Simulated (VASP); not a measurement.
The system is FeSi.

```xyz
8
Lattice="4.5507 0.0000 0.0000 0.0000 4.5507 0.0000 0.0000 0.0000 4.5507" Properties=species:S:1:pos:R:3 pbc="T T T"
Fe    0.6213    0.6213    0.6213
Fe    1.6541    3.9294    2.8966
Fe    2.8966    1.6541    3.9294
Fe    3.9294    2.8966    1.6541
Si    3.8335    3.8335    3.8335
Si    2.9925    0.7172    1.5582
Si    1.5582    2.9925    0.7172
Si    0.7172    1.5582    2.9925
```

```yaml
Program: VASP 6.6.1
Task: relaxation of cell and atoms
Functional: r2SCAN
Potentials_or_basis: VASP PAW PBE potentials, release 64 (Fe, Si)
Cutoff: 600 eV
k_mesh: 8 × 8 × 8
Occupations: gaussian, width 0.03 eV
Spin: no spin polarisation
```

At the start: pressure -20.1 GPa; volume 11.78 Å³/atom.

**Question.** How do energy, volume and symmetry change on relaxing?

**Answer.** Over 13 steps the energy falls by 76.1 meV/atom and the volume is 10.68 Å³/atom (-9.3 %); space group P2_13 (No. 198, to 0.05 Å).

Step by step:
```csv
step,energy change (eV),largest force (eV/Å),pressure (GPa),volume (Å³)
1,0.0000,0.3070,-20.13,94.24
2,0.6287,0.9813,43.29,75.46
3,-0.6047,0.1208,-0.82,85.80
4,-0.6053,0.1350,-0.14,85.58
5,-0.6051,0.1456,0.26,85.41
6,-0.6080,0.0511,0.37,85.36
7,-0.6082,0.0300,0.44,85.34
8,-0.6080,0.0165,-0.67,85.68
9,-0.6084,0.0206,-0.12,85.48
10,-0.6084,0.0215,0.01,85.47
11,-0.6084,0.0211,-0.01,85.47
12,-0.6084,0.0208,-0.02,85.48
13,-0.6085,0.0064,-0.01,85.46
```

Final structure:
```yaml
crystal:
  lattice:
    - [4.40481, 0.00000, 0.00000]
    - [0.00000, 4.40481, 0.00000]
    - [0.00000, 0.00000, 4.40481]
  atoms:
    - { symbol: Fe, position: [0.13692, 0.13692, 0.13692] }
    - { symbol: Fe, position: [0.36308, 0.86308, 0.63692] }
    - { symbol: Fe, position: [0.63692, 0.36308, 0.86308] }
    - { symbol: Fe, position: [0.86308, 0.63692, 0.36308] }
    - { symbol: Si, position: [0.84111, 0.84111, 0.84111] }
    - { symbol: Si, position: [0.65889, 0.15889, 0.34111] }
    - { symbol: Si, position: [0.34111, 0.65889, 0.15889] }
    - { symbol: Si, position: [0.15889, 0.34111, 0.65889] }
```

Caveat: the PAW data sets were made with another functional, which shifts forces and pressure a little.
